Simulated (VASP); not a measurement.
```xyz
3
Lattice="0.0000 3.0471 3.0471 3.0471 0.0000 3.0471 3.0471 3.0471 0.0000" Properties=species:S:1:pos:R:3 pbc="T T T"
Li     1.5235     1.5235     1.5235
Li     4.5706     4.5706     4.5706
Se     0.0000     3.0471     3.0471
```

Level of theory: rev-vdW-DF2, VASP's PBE PAW potentials (set 64) (plane waves; VASP). Numerical set-up: 520 eV cut-off, 7×7×7 Γ-centred mesh, Gaussian smearing of 0.050 eV, potentials Li_sv Se.

Question: What does the run give for the energy per atom (σ→0), pressure?

Answer: 
- energy per atom (σ→0) = -2.775 eV/atom
- pressure = -1.74 GPa

Total energies compare only between runs with the same potentials, cut-off and functional.

The compound is Li2Se in the antifluorite structure. This cell is one point of a volume scan, at 1.06 of the reference volume.
